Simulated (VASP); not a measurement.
All values below come from LDA (Ceperley-Alder, Perdew-Zunger), VASP's LDA PAW potentials (set 64) (plane waves; VASP).

VASP input:

INCAR:
```
ALGO  =  Normal
EDIFF  =  1E-6
ENCUT  =  300
ISIF  =  2
ISMEAR  =  -1
LASPH  =  .True.
LCHARG  =  .False.
LMAXMIX  =  4
LREAL  =  .False.
LWAVE  =  .False.
NELM  =  100
PREC  =  Accurate
SIGMA  =  0.1
SYSTEM  =  Ca(CoSi)2
```

### KPOINTS
```
Automatic mesh
0
G
  8 8 8
```

File POSCAR:
```
Ca(CoSi)2
5.6441010
 -0.3427381969   0.3427381969   0.8746776502
  0.3427381969  -0.3427381969   0.8746776502
  0.3427381969   0.3427381969  -0.8746776502
Ca Co Si
1 2 2
Cartesian
  0.0048538583   0.0079611228  -0.0096284516
  0.3424636636  -0.0155359797   0.4346806797
  0.0022929185   0.3443182200   0.4447001122
 -0.0073842945  -0.0017805249   1.1205329188
  0.0005120509   0.0077753587   0.6337476914
```

POTCAR, in this order: Ca_sv Co Si (LDA.64 set). Program: vasp_std.

The run wrote:

OSZICAR:
```
       N       E                     dE             d eps       ncg     rms          rms(c)
DAV:   1     0.191395207599E+03    0.19140E+03   -0.11687E+04 11440   0.115E+03
DAV:   2    -0.245424276905E+02   -0.21594E+03   -0.21089E+03 11446   0.330E+02
DAV:   3    -0.372189644749E+02   -0.12677E+02   -0.12357E+02 15016   0.863E+01
DAV:   4    -0.379901020720E+02   -0.77114E+00   -0.76973E+00 19832   0.190E+01
DAV:   5    -0.380092805025E+02   -0.19178E-01   -0.19174E-01 16040   0.246E+00    0.207E+01
DAV:   6    -0.507116010610E+02   -0.12702E+02   -0.15593E+02 16042   0.157E+02    0.353E+01
DAV:   7    -0.337147636101E+02    0.16997E+02   -0.52156E+01 13816   0.103E+02    0.713E+00
DAV:   8    -0.340774945694E+02   -0.36273E+00   -0.73213E+00 16708   0.177E+01    0.365E+00
DAV:   9    -0.339952020898E+02    0.82292E-01   -0.84476E-01 18318   0.120E+01    0.232E+00
DAV:  10    -0.339862279628E+02    0.89741E-02   -0.35890E-01 17372   0.122E+01    0.191E+00
DAV:  11    -0.339619437452E+02    0.24284E-01   -0.73893E-02 18380   0.550E+00    0.665E-01
DAV:  12    -0.339614540767E+02    0.48967E-03   -0.70193E-03 18134   0.833E-01    0.339E-01
DAV:  13    -0.339610222776E+02    0.43180E-03   -0.88825E-04 17880   0.409E-01    0.154E-01
DAV:  14    -0.339609344321E+02    0.87846E-04   -0.19780E-04 17300   0.149E-01    0.767E-02
DAV:  15    -0.339609127893E+02    0.21643E-04   -0.42752E-05 18420   0.663E-02    0.362E-02
DAV:  16    -0.339609067201E+02    0.60692E-05   -0.24252E-05 17850   0.548E-02    0.149E-03
DAV:  17    -0.339609068044E+02   -0.84275E-07   -0.10113E-06  7516   0.820E-03
   1 F= -.33960907E+02 E0= -.33918853E+02  d E =-.841078E-01
```

File OUTCAR:
```
------------------------ aborting loop because EDIFF is reached ----------------------------------------
  FORCE on cell =-STRESS in cart. coord.  units (eV):
  Direction    XX          YY          ZZ          XY          YZ          ZX
  --------------------------------------------------------------------------------------
  Total       -2.1297255     -1.0053948     -1.2475130      0.0717057      0.5274393     -0.4608868
  in kB      -46.1760565    -21.7986625    -27.0481957      1.5547016     11.4357770     -9.9928065
  external PRESSURE =     -31.6743049 kB  Pullay stress =       0.0000000 kB
  volume of cell :       73.90
      direct lattice vectors                 reciprocal lattice vectors
    -1.934449000  1.934449000  4.936769000     0.000000000  0.258471534  0.101280817
     1.934449000 -1.934449000  4.936769000     0.258471534  0.000000000  0.101280817
     1.934449000  1.934449000 -4.936769000     0.258471534  0.258471534  0.000000000
 POSITION                                       TOTAL-FORCE (eV/Angst)
 -----------------------------------------------------------------------------------
      0.02740      0.04493     -0.05434        -0.195266     -0.200118      0.342788
      1.93290     -0.08769      2.45338         0.077133      1.330706      0.334871
      0.01294      1.94337      2.50993        -0.527157      0.043098     -0.396018
      1.89277      1.92440      1.38763         0.653139     -0.668301     -0.742056
      0.00289      0.04388      3.57694        -0.007849     -0.505385      0.460415
 -----------------------------------------------------------------------------------
    total drift:                               -0.000148      0.000117     -0.000103
  FREE ENERGIE OF THE ION-ELECTRON SYSTEM (eV)
  ---------------------------------------------------
  free  energy   TOTEN  =       -33.9609068044 eV

  energy  without entropy=      -33.8767989637  energy(sigma->0) =      -33.91885288
```
(Selected blocks of OUTCAR.)

At this cut-off the stress carries a Pulay error, which pulls relaxed volumes low.

The structure comes from a computed database's CaCo2Si2 entry (I4/mmm); how it stands against other phases isn't given here. The cell was not relaxed at this level, atoms are displaced from their ideal sites. The run is not spin-polarised, so no magnetic state was tried.
